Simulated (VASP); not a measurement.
Data:

```xyz
2
Lattice="0.0000 3.0215 3.0215 3.0215 0.0000 3.0215 3.0215 3.0215 0.0000" Properties=species:S:1:pos:R:3 pbc="T T T"
Pb     0.0000     0.0000     0.0000
Se     3.0215     3.0215     3.0215
```

These are LDA (Ceperley-Alder, Perdew-Zunger), VASP's LDA PAW potentials (set 64) (plane waves; VASP) values and carry that method's errors. Settings: 400 eV cut-off, 13×13×13 Γ-centred mesh, Gaussian smearing of 0.010 eV, potentials Pb_d Se.

The dielectric response may not be converged in the k-mesh; for small gaps it tends to come out too large.

Question: The job: PbSe (rock salt), 2 atoms, LDA, DFPT for ε, Born charges and Γ modes, 400 eV, 13×13×13 Γ-centred mesh. Roughly how much core time does it take on a busy server core?

Answer: About 7 core-minutes (one run on a shared machine, a rough figure). It had 84 irreducible k-points, 14 bands, up to 1018 plane waves and 164 electronic steps.

The compound is PbSe in the rock salt structure. It was relaxed first.
